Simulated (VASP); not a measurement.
# MgB2: how numerical settings change the zone-centre modes

How far do the zone-centre frequencies of MgB2 depend on the numerical settings? The starting structure is a measured crystal structure from the Crystallography Open Database.

Method: Kohn-Sham DFT with plane waves and PAW; LDA, in VASP 6.6.1.

### Step 1. Starting point

It takes space group P6/mmm (No. 191, hexagonal). Conventional cell: a = 3.085 Å, b = 3.085 Å, c = 3.523 Å, α = 90.00°, β = 90.00°, γ = 120.00°. Mg has 12 B at 2.51 Å nearest. Nearest to B lie 3 B at 1.78 Å and 6 Mg at 2.51 Å. Farther neighbours are not listed.

Coordinates:

```cif
data_structure
_symmetry_space_group_name_H-M 'P6/mmm'
_symmetry_Int_Tables_number 191
_cell_length_a 3.0850
_cell_length_b 3.0850
_cell_length_c 3.5230
_cell_angle_alpha 90.000
_cell_angle_beta 90.000
_cell_angle_gamma 120.000
_cell_volume 29.04
loop_
_atom_site_label
_atom_site_type_symbol
_atom_site_symmetry_multiplicity
_atom_site_Wyckoff_symbol
_atom_site_fract_x
_atom_site_fract_y
_atom_site_fract_z
_atom_site_occupancy
Mg1 Mg 1 a 0.00000 0.00000 0.00000 1
B1 B 2 d 0.66667 0.33333 0.50000 1
```

### Step 2. Reference modes

The cell comes from a relaxation at this level, not shown (27.45 Å³).

The input, INCAR:

```
SYSTEM = MgB2
PREC = Accurate
ENCUT = 450
EDIFF = 1E-08
NELM = 100
ISMEAR = 0
SIGMA = 0.05
LREAL = .FALSE.
ALGO = Normal
GGA = CA
NBANDS = 10
LORBIT = 11
LWAVE = .FALSE.
LCHARG = .FALSE.
KPAR = 4
IBRION = 8
ISIF = 2
```

The input, POSCAR:

```
MgB2
1.0
    3.0354427865      0.0000000000      0.0000000000
   -1.5177213933      2.6287705649      0.0000000000
    0.0000000000      0.0000000000      3.4395199472
Mg B
1 2
Direct
    0.0000000000      0.0000000000      0.0000000000
    0.6666666667      0.3333333333      0.5000000000
    0.3333333333      0.6666666667      0.5000000000
```

The input, KPOINTS:

```
Automatic mesh
0
Gamma
12 12 10
0 0 0
```

PAW data sets: Mg and B (LDA family, release 64).

Command:

```console
$ mpirun -np 4 vasp_std
```

Log:

```text
[banner, memory and clock lines left out]
running    4 mpi-ranks, on    1 nodes
 distrk:  each k-point on    1 cores,    4 groups
 distr:  one band on    1 cores,    1 groups

 POSCAR found type information on POSCAR MgB
 POSCAR found :  2 types and       3 ions
 LDA part: xc-table for (Slater(with rela. corr.)+CA(PZ))
 , standard interpolation
 POSCAR, INCAR and KPOINTS ok, starting setup
 FFT: planning ... GRIDC
 FFT: planning ... GRID_SOFT
 FFT: planning ... GRID
 WAVECAR not read
 entering main loop
       N       E                     dE             d eps       ncg     rms          rms(c)
DAV:   1    -0.778791032659E+00   -0.77879E+00   -0.35807E+03  2544   0.597E+02
DAV:   2    -0.188140869817E+02   -0.18035E+02   -0.17010E+02  3028   0.103E+02
DAV:   3    -0.192209368062E+02   -0.40685E+00   -0.40585E+00  2982   0.129E+01
DAV:   4    -0.192217514332E+02   -0.81463E-03   -0.81457E-03  2928   0.595E-01
DAV:   5    -0.192217533921E+02   -0.19588E-05   -0.19587E-05  2792   0.281E-02    0.535E+00
DAV:   6    -0.175771084281E+02    0.16446E+01   -0.22634E+00  2520   0.742E+00    0.243E+00
DAV:   7    -0.172979298849E+02    0.27918E+00   -0.12342E+00  2562   0.545E+00    0.704E-01
DAV:   8    -0.172951880854E+02    0.27418E-02   -0.15105E-01  2502   0.216E+00    0.391E-01
DAV:   9    -0.172863962803E+02    0.87918E-02   -0.21838E-02  2500   0.724E-01    0.592E-02
DAV:  10    -0.172863031431E+02    0.93137E-04   -0.11824E-03  2932   0.205E-01    0.212E-02
DAV:  11    -0.172863014363E+02    0.17069E-05   -0.74226E-05  2566   0.500E-02    0.810E-03
DAV:  12    -0.172862964579E+02    0.49784E-05   -0.20611E-05  2552   0.222E-02    0.864E-04
DAV:  13    -0.172862964582E+02   -0.29394E-09   -0.22608E-07  2794   0.383E-03    0.533E-04
DAV:  14    -0.172862964440E+02    0.14197E-07   -0.49682E-08  2580   0.115E-03    0.395E-05
DAV:  15    -0.172862964448E+02   -0.83287E-09   -0.10191E-09  1438   0.240E-04
   1 F= -.17286296E+02 E0= -.17286115E+02  d E =-.363435E-03
 Linear response reoptimize wavefunctions to high precision
DAV:   1    -0.172862964448E+02    0.29956E-10   -0.20079E-10  1582   0.830E-05
 Linear response DOF=           4
 Linear response progress:
  Degree of freedom:   1/  4
       N       E                     dE             d eps       ncg     rms          rms(c)
RMM:   1    -0.212038322996E-02   -0.21204E-02   -0.24001E-03 10480   0.350E-01
RMM:   2    -0.195005024667E-02    0.17033E-03   -0.84142E-05  8193   0.615E-02    0.282E-02
RMM:   3    -0.193931096394E-02    0.10739E-04   -0.80153E-06  8451   0.167E-02    0.157E-02
RMM:   4    -0.194742635012E-02   -0.81154E-05   -0.84057E-06  8285   0.165E-02    0.248E-03
RMM:   5    -0.194733751992E-02    0.88830E-07   -0.78006E-08  8568   0.207E-03    0.120E-04
RMM:   6    -0.194739605793E-02   -0.58538E-07   -0.68963E-10  8691   0.119E-04    0.690E-05
RMM:   7    -0.194743868387E-02   -0.42626E-07   -0.41586E-10  8882   0.562E-05    0.519E-06
RMM:   8    -0.194748197176E-02   -0.43288E-07   -0.69000E-10  9011   0.153E-05    0.262E-06
RMM:   9    -0.194746864789E-02    0.13324E-07   -0.42880E-10  8042   0.940E-06    0.204E-07
RMM:  10    -0.194745510485E-02    0.13543E-07   -0.32879E-10  5407   0.703E-06    0.381E-08
 first order change of Fermi-energy   0.27169E-04
 force on displaced ion       1 direction 1 :  -5.312  -0.000   0.000
 Linear response progress:
  Degree of freedom:   2/  4
       N       E                     dE             d eps       ncg     rms          rms(c)
RMM:   1    -0.351356875709E-02   -0.35136E-02    0.12040E-02  4636   0.558E-01
RMM:   2    -0.346439104139E-02    0.49178E-04   -0.96349E-05  3628   0.693E-02    0.595E-02
RMM:   3    -0.334086587266E-02    0.12353E-03   -0.11401E-04  3574   0.552E-02    0.248E-02
RMM:   4    -0.336011024509E-02   -0.19244E-04   -0.41237E-05  3610   0.326E-02    0.455E-03
RMM:   5    -0.335945701479E-02    0.65323E-06   -0.18582E-07  3714   0.349E-03    0.202E-04
RMM:   6    -0.335965141376E-02   -0.19440E-06   -0.16863E-09  3725   0.238E-04    0.105E-04
RMM:   7    -0.335971053888E-02   -0.59125E-07   -0.45695E-10  3783   0.905E-05    0.917E-06
RMM:   8    -0.335973011989E-02   -0.19581E-07   -0.30062E-10  3888   0.218E-05    0.360E-06
RMM:   9    -0.335970937582E-02    0.20744E-07   -0.25490E-10  3664   0.103E-05    0.147E-07
RMM:  10    -0.335972140770E-02   -0.12032E-07   -0.20107E-10  2408   0.701E-06    0.663E-08
 first order change of Fermi-energy   0.11786E-03
 force on displaced ion       1 direction 3 :   0.000  -0.000  -7.540
 Linear response progress:
  Degree of freedom:   3/  4
       N       E                     dE             d eps       ncg     rms          rms(c)
RMM:   1    -0.476724428425E-01   -0.47672E-01    0.25769E-03 20067   0.118E+00
RMM:   2    -0.457187504511E-01    0.19537E-02   -0.76265E-04 14082   0.205E-01    0.189E-01
RMM:   3    -0.455227815980E-01    0.19597E-03   -0.58123E-04 13791   0.139E-01    0.924E-02
RMM:   4    -0.462118185293E-01   -0.68904E-03   -0.44592E-04 13922   0.119E-01    0.116E-02
RMM:   5    -0.462259278953E-01   -0.14109E-04   -0.13488E-06 14967   0.102E-02    0.964E-04
RMM:   6    -0.462283297825E-01   -0.24019E-05   -0.69064E-08 15077   0.868E-04    0.412E-04
RMM:   7    -0.462266875911E-01    0.16422E-05   -0.30838E-08 15811   0.418E-04    0.565E-05
RMM:   8    -0.462271544545E-01   -0.46686E-06   -0.24615E-08 15931   0.958E-05    0.242E-05
RMM:   9    -0.462268917469E-01    0.26271E-06    0.10580E-08 15966   0.593E-05    0.151E-06
RMM:  10    -0.462268709480E-01    0.20799E-07    0.53735E-10 15786   0.276E-05    0.554E-07
RMM:  11    -0.462268698293E-01    0.11188E-08    0.10206E-09 11914   0.245E-05    0.795E-08
 first order change of Fermi-energy  -0.39653E-04
 force on displaced ion       2 direction 1 : -12.268  -0.003   0.000
 Linear response progress:
  Degree of freedom:   4/  4
       N       E                     dE             d eps       ncg     rms          rms(c)
RMM:   1    -0.420678496677E-01   -0.42068E-01    0.42297E-02  6733   0.111E+00
RMM:   2    -0.424615003214E-01   -0.39365E-03   -0.34443E-04  5072   0.126E-01    0.134E-01
RMM:   3    -0.422233548306E-01    0.23815E-03   -0.42087E-04  4876   0.117E-01    0.599E-02
RMM:   4    -0.425571249179E-01   -0.33377E-03   -0.20789E-04  5040   0.778E-02    0.131E-02
RMM:   5    -0.425643548864E-01   -0.72300E-05   -0.32008E-06  5337   0.116E-02    0.174E-03
RMM:   6    -0.425663768407E-01   -0.20220E-05   -0.66912E-08  5454   0.153E-03    0.820E-04
RMM:   7    -0.425606155140E-01    0.57613E-05   -0.66382E-09  5251   0.537E-04    0.316E-05
RMM:   8    -0.425608432171E-01   -0.22770E-06   -0.15978E-09  5751   0.618E-05    0.152E-05
RMM:   9    -0.425608357270E-01    0.74902E-08   -0.27147E-09  5716   0.289E-05    0.731E-07
 first order change of Fermi-energy   0.33760E-04
 force on displaced ion       2 direction 3 :  -0.000   0.000 -11.887
 Linear response finished
```

The job ended after 75 s (4 MPI ranks of AMD EPYC 7R43, shared host; peak memory 1.3 GiB; 4.9 min of CPU time).

Lines that name or quote the potential files are left out of all logs, and their timing lines are given in words.

From OUTCAR (step 2):

```text
ion  position               nearest neighbor table
   1  0.000  0.000  0.000-   2 2.46   3 2.46   2 2.46   3 2.46   2 2.46   2 2.46   3 2.46   3 2.46
                             2 2.46   2 2.46   3 2.46   3 2.46
   2  0.667  0.333  0.500-   3 1.75   3 1.75   3 1.75   1 2.46   1 2.46   1 2.46   1 2.46   1 2.46
                             1 2.46
   3  0.333  0.667  0.500-   2 1.75   2 1.75   2 1.75   1 2.46   1 2.46   1 2.46   1 2.46   1 2.46
                             1 2.46

  LATTYP: Found a hexagonal cell.
 ALAT       =     3.0354427865
 C/A-ratio  =     1.1331196761

 Subroutine GETGRP returns: Found 24 space group operations
 (whereof 24 operations were pure point group operations)

The static configuration has the point symmetry D_6h.

 Found    114 irreducible k-points:

   k-points           NKPTS =    114   k-points in BZ     NKDIM =    114   number of bands    NBANDS=     10

   dimension x,y,z NGX =    24 NGY =   24 NGZ =   24
   dimension x,y,z NGXF=    48 NGYF=   48 NGZF=   48

   ENCUT  =  450.0 eV  33.07 Ry    5.75 a.u.   5.25  5.25  5.95*2*pi/ulx,y,z

   NELECT =       8.0000    total number of electrons

 k-points in reciprocal lattice and weights: Automatic mesh
   0.00000000  0.00000000  0.00000000       0.001
   0.08333333 -0.00000000  0.00000000       0.004
   0.16666667  0.00000000  0.00000000       0.004
   0.25000000  0.00000000  0.00000000       0.004
   0.33333333 -0.00000000  0.00000000       0.004
   0.41666667  0.00000000  0.00000000       0.004
   0.50000000  0.00000000  0.00000000       0.002
   0.08333333  0.08333333  0.00000000       0.004
   0.16666667  0.08333333  0.00000000       0.008
[...]
0.33333333  0.25000000  0.50000000       0.008
   0.33333333  0.33333333  0.50000000       0.001

 average (electrostatic) potential at core
       1 -35.2084       2 -30.8819       3 -30.8819

  Total       -0.0002371     -0.0002371      0.0004109      0.0000000      0.0000000      0.0000000
  in kB       -0.0138417     -0.0138417      0.0239866      0.0000000      0.0000000      0.0000000
  external PRESSURE =      -0.0012322 kB  Pullay stress =       0.0000000 kB

  energy-cutoff  :      450.00
  volume of cell :       27.45
      direct lattice vectors                 reciprocal lattice vectors
     3.035442786  0.000000000  0.000000000     0.329441228  0.190202982  0.000000000
    -1.517721393  2.628770565  0.000000000     0.000000000  0.380405964  0.000000000
     0.000000000  0.000000000  3.439519947     0.000000000  0.000000000  0.290738247

 POSITION                                       TOTAL-FORCE (eV/Angst)
 -----------------------------------------------------------------------------------
      0.00000      0.00000      0.00000         0.000000      0.000000      0.000000
      1.51772      0.87626      1.71976         0.000000      0.000000      0.000000
     -0.00000      1.75251      1.71976        -0.000000     -0.000000      0.000000
 -----------------------------------------------------------------------------------
    total drift:                                0.000000     -0.000000      0.000000

 Eigenvectors and eigenvalues of the dynamical matrix
 ----------------------------------------------------

   1 f  =   22.243615 THz   139.760758 2PiTHz  741.967147 cm-1    91.992160 meV
             X         Y         Z           dx          dy          dz
      0.000000  0.000000  0.000000     0.000000   -0.000000    0.000000
      1.517721  0.876257  1.719760    -0.249764    0.661527   -0.000000
     -0.000000  1.752514  1.719760     0.249764   -0.661527    0.000000

   2 f  =   22.243615 THz   139.760758 2PiTHz  741.967147 cm-1    91.992160 meV
             X         Y         Z           dx          dy          dz
      0.000000  0.000000  0.000000     0.000000   -0.000000   -0.000000
      1.517721  0.876257  1.719760     0.661527    0.249764    0.000000
     -0.000000  1.752514  1.719760    -0.661527   -0.249764   -0.000000

   3 f  =   21.265228 THz   133.613369 2PiTHz  709.331660 cm-1    87.945878 meV
             X         Y         Z           dx          dy          dz
      0.000000  0.000000  0.000000    -0.000000    0.000000    0.000000
      1.517721  0.876257  1.719760     0.000000   -0.000000   -0.707107
     -0.000000  1.752514  1.719760    -0.000000    0.000000    0.707107

   4 f  =   12.690762 THz    79.738412 2PiTHz  423.318269 cm-1    52.484753 meV
             X         Y         Z           dx          dy          dz
      0.000000  0.000000  0.000000    -0.000000   -0.000000    0.686099
      1.517721  0.876257  1.719760     0.000000    0.000000   -0.514426
     -0.000000  1.752514  1.719760     0.000000    0.000000   -0.514426

   5 f  =   10.645259 THz    66.886134 2PiTHz  355.087614 cm-1    44.025233 meV
             X         Y         Z           dx          dy          dz
      0.000000  0.000000  0.000000    -0.242496    0.642274   -0.000000
      1.517721  0.876257  1.719760     0.181605   -0.480998   -0.000000
     -0.000000  1.752514  1.719760     0.181605   -0.480998    0.000000

   6 f  =   10.645259 THz    66.886134 2PiTHz  355.087614 cm-1    44.025233 meV
             X         Y         Z           dx          dy          dz
      0.000000  0.000000  0.000000     0.642274    0.242496    0.000000
      1.517721  0.876257  1.719760    -0.480998   -0.181605   -0.000000
     -0.000000  1.752514  1.719760    -0.480998   -0.181605   -0.000000

   7 f/i=    0.000753 THz     0.004729 2PiTHz    0.025108 cm-1     0.003113 meV
             X         Y         Z           dx          dy          dz
      0.000000  0.000000  0.000000    -0.000000   -0.000000   -0.727508
      1.517721  0.876257  1.719760    -0.000000   -0.000000   -0.485145
     -0.000000  1.752514  1.719760    -0.000000   -0.000000   -0.485145

   8 f/i=    0.005646 THz     0.035472 2PiTHz    0.188316 cm-1     0.023348 meV
             X         Y         Z           dx          dy          dz
      0.000000  0.000000  0.000000     0.645315    0.335035   -0.000000
      1.517721  0.876257  1.719760     0.430842    0.223685   -0.000000
     -0.000000  1.752514  1.719760     0.430842    0.223685   -0.000000

   9 f/i=    0.005646 THz     0.035472 2PiTHz    0.188316 cm-1     0.023348 meV
             X         Y         Z           dx          dy          dz
      0.000000  0.000000  0.000000     0.335035   -0.645315   -0.000000
      1.517721  0.876257  1.719760     0.223685   -0.430842   -0.000000
     -0.000000  1.752514  1.719760     0.223685   -0.430842   -0.000000

 ELASTIC MODULI CONTR FROM IONIC RELAXATION (kBar)
 Direction    XX          YY          ZZ          XY          YZ          ZX
 --------------------------------------------------------------------------------
 XX         -45.5468     45.5468     -0.0000      0.0000      0.0000      0.0000
 YY          45.5468    -45.5468      0.0000      0.0000     -0.0000     -0.0000
 ZZ          -0.0000      0.0000     -0.0000     -0.0000      0.0000      0.0000
 XY           0.0000      0.0000     -0.0000    -45.5468      0.0000      0.0000
 YZ           0.0000     -0.0000      0.0000      0.0000     -0.0000     -0.0000
 ZX           0.0000     -0.0000      0.0000      0.0000     -0.0000     -0.0000
 --------------------------------------------------------------------------------
```

Energies printed during the response cycles are not total energies of the cell.

Reference: the zone-centre modes are E2g 742.0, B1g 709.3, A2u 423.3, E1u 355.1 cm⁻¹.

### Step 3. Modes with a 7×7×5 mesh

Against step 2 the input has a 7×7×5 mesh.

INCAR is that of step 2.

POSCAR is that of step 2.

The input, KPOINTS:

```
Automatic mesh
0
Gamma
7 7 5
0 0 0
```

Command:

```console
$ mpirun -np 4 vasp_std
```

Log:

```text
[... set-up lines as in an earlier step ...]
 entering main loop
       N       E                     dE             d eps       ncg     rms          rms(c)
DAV:   1     0.841043922873E+00    0.84104E+00   -0.35333E+03   512   0.592E+02
DAV:   2    -0.187769333409E+02   -0.19618E+02   -0.18716E+02   652   0.107E+02
DAV:   3    -0.192134430893E+02   -0.43651E+00   -0.43583E+00   626   0.136E+01
DAV:   4    -0.192142678907E+02   -0.82480E-03   -0.82462E-03   606   0.646E-01
[...]
DAV:  12    -0.173188413451E+02    0.38546E-04   -0.12728E-04   546   0.552E-02    0.904E-04
DAV:  13    -0.173188415096E+02   -0.16456E-06   -0.18090E-06   560   0.102E-02    0.323E-04
DAV:  14    -0.173188415066E+02    0.30365E-08   -0.41453E-09   580   0.442E-04
   1 F= -.17318842E+02 E0= -.17318285E+02  d E =-.111210E-02
 Linear response reoptimize wavefunctions to high precision
DAV:   1    -0.173188415048E+02    0.17514E-08   -0.42813E-09   544   0.335E-04
DAV:   2    -0.173188415049E+02   -0.53319E-10   -0.72235E-11   320   0.677E-05
 Linear response DOF=           4
 Linear response progress:
[...]
RMM:   8    -0.463227999561E-01   -0.49591E-06    0.78548E-10  2701   0.812E-05    0.230E-05
RMM:   9    -0.463224962706E-01    0.30369E-06    0.12995E-08  2684   0.442E-05    0.161E-06
RMM:  10    -0.463224952507E-01    0.10198E-08    0.71586E-09  2638   0.159E-05    0.706E-07
 first order change of Fermi-energy  -0.89480E-04
 force on displaced ion       2 direction 1 :  -9.131  -0.000   0.000
 Linear response progress:
  Degree of freedom:   4/  4
       N       E                     dE             d eps       ncg     rms          rms(c)
RMM:   1    -0.421218254153E-01   -0.42122E-01    0.42418E-02  1312   0.111E+00
RMM:   2    -0.424782485701E-01   -0.35642E-03   -0.36379E-04  1007   0.126E-01    0.131E-01
RMM:   3    -0.422580048325E-01    0.22024E-03   -0.40665E-04   952   0.115E-01    0.591E-02
RMM:   4    -0.425921480474E-01   -0.33414E-03   -0.20303E-04   997   0.771E-02    0.128E-02
[...]
RMM:   9    -0.425967417837E-01   -0.23238E-07   -0.22001E-09  1109   0.199E-05    0.716E-07
RMM:  10    -0.425967302450E-01    0.11539E-07    0.13758E-09   898   0.116E-05    0.364E-07
RMM:  11    -0.425967236479E-01    0.65971E-08    0.45128E-09   716   0.114E-05    0.552E-08
 first order change of Fermi-energy  -0.92343E-04
 force on displaced ion       2 direction 3 :   0.000  -0.000 -11.802
 Linear response finished
```

The job ended after 21 s (4 MPI ranks; peak memory 0.57 GiB).

From OUTCAR (step 3):

```text
  Total       -0.0309877     -0.0309877      0.0072075      0.0000000     -0.0000000      0.0000000
  in kB       -1.8089535     -1.8089535      0.4207459      0.0000000     -0.0000000      0.0000000
  external PRESSURE =      -1.0657204 kB  Pullay stress =       0.0000000 kB

 POSITION                                       TOTAL-FORCE (eV/Angst)
 -----------------------------------------------------------------------------------
      0.00000      0.00000      0.00000        -0.000000      0.000000      0.000000
      1.51772      0.87626      1.71976        -0.000000      0.000000      0.000000
     -0.00000      1.75251      1.71976         0.000000      0.000000      0.000000
 -----------------------------------------------------------------------------------
    total drift:                                0.000000     -0.000000      0.000000

[... 1 part as in an earlier step ...]

[... 1 further part left out ...]
```

With a 7×7×5 mesh the modes are B1g 705.3, E2g 627.2, A2u 426.6, E1u 353.0 cm⁻¹; the largest shift is -114.8 cm⁻¹, in E2g, from the reference.

[end of part 1 of 2]

[Lines on the potential files, build, host, timing and source positions are cut from VASP's logs without a mark.]

[Logs are printed without paths, hosts, clocks, repeated set-up lines and the standing remarks that a program may print on its own settings, such as how far it seeks lower states.]

[Hosts, paths, dates, database ids (printed as entryN), source tags and the programs' standing remarks are cut or masked in the printed files.]
